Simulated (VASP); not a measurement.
These are MS2 meta-GGA, VASP's PBE PAW potentials (set 64) (plane waves; VASP 6.6.1) values and carry that method's errors.

VASP ran on this input.

**KPOINTS**
```
K-points
0
G
 8 8 8
0 0 0
```

**INCAR**
```
SYSTEM = Al3Sc
PREC = Accurate; ENCUT = 520; LREAL = .FALSE.
LASPH = .TRUE.
EDIFF = 1E-7; NELM = 100; ALGO = Normal
LMAXMIX = 4; LMIXTAU = .TRUE.
ISMEAR = 1; SIGMA = 0.1
METAGGA = MS2
ISIF = 2
LWAVE = .FALSE.; LCHARG = .FALSE.
```

POSCAR:
```
Al3Sc
1
    4.0854510841     0.0000000000     0.0000000000
    0.0000000000     4.0854510841     0.0000000000
    0.0000000000     0.0000000000     4.0854510841
Sc Al
1 3
Direct
  0.0000000000   0.0000000000   0.0000000000
  0.0000000000   0.5000000000   0.5000000000
  0.5000000000   0.0000000000   0.5000000000
  0.5000000000   0.5000000000   0.0000000000
```

POTCAR, in this order: Sc_sv Al (PBE.64 set). Program: vasp_std.

The resulting files:

**OSZICAR**
```
       N       E                     dE             d eps       ncg     rms          rms(c)
DAV:   1     0.955760062498E+02    0.95576E+02   -0.82650E+03   980   0.128E+03
DAV:   2    -0.376532472948E+02   -0.13323E+03   -0.13119E+03  1010   0.379E+02
DAV:   3    -0.451065634289E+02   -0.74533E+01   -0.70536E+01  1576   0.728E+01
DAV:   4    -0.452246265142E+02   -0.11806E+00   -0.11741E+00  1402   0.941E+00
DAV:   5    -0.452270891861E+02   -0.24627E-02   -0.24618E-02  1378   0.147E+00    0.145E+01
DAV:   6    -0.359526308137E+02    0.92745E+01   -0.12321E+01  1406   0.510E+01    0.668E+00
DAV:   7    -0.359346356267E+02    0.17995E-01   -0.31685E+00  1110   0.270E+01    0.460E+00
DAV:   8    -0.360445973826E+02   -0.10996E+00   -0.46490E-01  1658   0.738E+00    0.139E+00
DAV:   9    -0.359469848812E+02    0.97613E-01   -0.11847E+00  1088   0.899E+00    0.848E-01
DAV:  10    -0.360471112074E+02   -0.10013E+00   -0.69167E-01  1162   0.826E+00    0.519E-01
DAV:  11    -0.360494011071E+02   -0.22899E-02   -0.43231E-02  1628   0.216E+00    0.213E-01
DAV:  12    -0.360487862656E+02    0.61484E-03   -0.63922E-03  1324   0.100E+00    0.281E-02
DAV:  13    -0.360482396144E+02    0.54665E-03   -0.14028E-03  1222   0.428E-01    0.378E-02
DAV:  14    -0.360479502577E+02    0.28936E-03   -0.23661E-04  1374   0.204E-01    0.300E-02
DAV:  15    -0.360482376736E+02   -0.28742E-03   -0.75084E-04  1046   0.246E-01    0.116E-02
DAV:  16    -0.360482385150E+02   -0.84145E-06   -0.12811E-04  1614   0.102E-01    0.523E-03
DAV:  17    -0.360482402722E+02   -0.17572E-05   -0.10629E-05  1602   0.386E-02    0.145E-03
DAV:  18    -0.360482384057E+02    0.18665E-05   -0.15418E-06  1584   0.185E-02    0.260E-03
DAV:  19    -0.360482376160E+02    0.78969E-06   -0.50719E-07  1222   0.779E-03    0.164E-03
DAV:  20    -0.360482373953E+02    0.22071E-06   -0.70193E-07  1486   0.897E-03    0.248E-04
DAV:  21    -0.360482374045E+02   -0.92555E-08   -0.41662E-08   628   0.237E-03
   1 F= -.36048237E+02 E0= -.36047812E+02  d E =-.127625E-02
```

**OUTCAR**
```
------------------------ aborting loop because EDIFF is reached ----------------------------------------
  FORCE on cell =-STRESS in cart. coord.  units (eV):
  Direction    XX          YY          ZZ          XY          YZ          ZX
  --------------------------------------------------------------------------------------
  Total       -0.0016956     -0.0016956     -0.0016956      0.0000000      0.0000000     -0.0000000
  in kB       -0.0398395     -0.0398395     -0.0398395      0.0000000      0.0000000     -0.0000000
  external PRESSURE =      -0.0398395 kB  Pullay stress =       0.0000000 kB
  volume of cell :       68.19
      direct lattice vectors                 reciprocal lattice vectors
     4.085451084  0.000000000  0.000000000     0.244771013  0.000000000  0.000000000
     0.000000000  4.085451084  0.000000000     0.000000000  0.244771013  0.000000000
     0.000000000  0.000000000  4.085451084     0.000000000  0.000000000  0.244771013
 POSITION                                       TOTAL-FORCE (eV/Angst)
 -----------------------------------------------------------------------------------
      0.00000      0.00000      0.00000         0.000000      0.000000      0.000000
      0.00000      2.04273      2.04273         0.000000      0.000000      0.000000
      2.04273      0.00000      2.04273         0.000000      0.000000      0.000000
      2.04273      2.04273      0.00000         0.000000      0.000000      0.000000
 -----------------------------------------------------------------------------------
    total drift:                               -0.000000     -0.000000      0.000000
  FREE ENERGIE OF THE ION-ELECTRON SYSTEM (eV)
  ---------------------------------------------------
  free  energy   TOTEN  =       -36.0482374045 eV

  energy  without entropy=      -36.0469611592  energy(sigma->0) =      -36.04781199
```
(Selected blocks of OUTCAR.)

File OUTCAR:
```
 val. band max:        7.3448303626   @ k =   0.2500   0.1250   0.1250

 cond. band min:       7.3805354811   @ k =   0.5000   0.2500   0.2500


 Fermi energy:         7.3680263968

 k-point     1 :       0.0000    0.0000    0.0000
  band No.  band energies     occupation
      1     -44.0201      2.00000
      2     -21.4027      2.00000
      3     -21.4027      2.00000
      4     -21.4027      2.00000
      5      -2.9857      2.00000
      6       4.6850      2.00000
      7       4.6850      2.00000
      8       5.3825      2.00000
      9       5.3825      2.00000
     10       5.3825      2.00000
     11       8.6847     -0.00000
     12       8.7407     -0.00000
     13       8.7407     -0.00000
     14       8.7407     -0.00000

 k-point     2 :       0.1250    0.0000    0.0000
  band No.  band energies     occupation
      1     -44.0200      2.00000
      2     -21.4071      2.00000
      3     -21.4023      2.00000
      4     -21.4023      2.00000
      5      -2.8383      2.00000
      6       3.5381      2.00000
      7       4.7998      2.00000
      8       5.4060      2.00000
      9       5.4060      2.00000
     10       6.1793      2.00000
     11       8.6359     -0.00000
     12       8.6359     -0.00000
     13       8.7910     -0.00000
     14       9.2539     -0.00000

 k-point     3 :       0.2500    0.0000    0.0000
  band No.  band energies     occupation
      1     -44.0196      2.00000
      2     -21.4179      2.00000
      3     -21.4014      2.00000
      4     -21.4014      2.00000
      5      -2.4034      2.00000
      6       2.0388      2.00000
      7       5.1257      2.00000
      8       5.4608      2.00000
      9       5.4608      2.00000
     10       7.0372      2.00003
     11       8.4405     -0.00000
     12       8.4405     -0.00000
     13       8.9198     -0.00000
     14       9.9340      0.00000

 k-point     4 :       0.3750    0.0000    0.0000
  band No.  band energies     occupation
...
```

The compound is Al3Sc in the L1_2 structure. It was relaxed first.
